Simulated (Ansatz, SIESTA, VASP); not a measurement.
One calculation of Ti2B, 3 ways

```
Ti B
1.0
    -2.82907    2.82907    2.36827
     2.82907   -2.82907    2.36827
     2.82907    2.82907   -2.36827
Ti B
4 2
Cartesian
  1.8989 0.9302 0.0000
  0.9302 1.8989 2.3683
  1.8989 -0.9302 2.3683
  0.9302 3.7593 0.0000
  0.0000 0.0000 1.1841
  0.0000 0.0000 3.5524
```

The cell comes from a database or a generator and needn't be the stable form of this composition.

Alike in all runs: task single point; functional PBE; k mesh 7 × 7 × 7; occupations fermi-dirac, width 0.05 eV; no spin polarisation; no spin-orbit coupling. Pressure is positive in compression and, in plane waves, holds the error of the finite cutoff, which Ansatz's Pulay term estimates and takes out.

| program and potentials | plane-wave cutoff (eV) | notes | pressure (GPa) | largest force (eV/Å) |
| --- | --- | --- | --- | --- |
| Ansatz, Ansatz PAW | 420 | Pulay term of +0.07 GPa included | 0.58 | 0.083 |
| VASP, PBE PAW files B, Ti_sv, 520 eV | 520 | - | 0.46 | 0.083 |
| SIESTA, files PseudoDojo sr-pbe-0.4.1-standard, DZP (energy shift 0.003 Ry; two zetas on semicore shells) | - | atomic basis | 1.75 | 0.037 |

Force on atom 1 (Ti), eV/Å:

| program and potentials | x | y | z |
| --- | --- | --- | --- |
| Ansatz, Ansatz PAW | -0.059 | 0.059 | 0.000 |
| VASP, PBE PAW files B, Ti_sv, 520 eV | -0.059 | 0.059 | 0.000 |
| SIESTA, files PseudoDojo sr-pbe-0.4.1-standard, DZP (energy shift 0.003 Ry; two zetas on semicore shells) | -0.026 | 0.026 | 0.000 |

The pressure spans 0.46 (VASP, PBE PAW files B, Ti_sv, 520 eV) to 1.75 GPa (SIESTA, files PseudoDojo sr-pbe-0.4.1-standard, DZP (energy shift 0.003 Ry; two zetas on semicore shells)). Rows in atomic bases carry the error of their basis and grid, which can be large.

The functional is the same throughout but for its coding, so the spread measures potentials, basis and numerics; runs on potential files found faulty are left out.
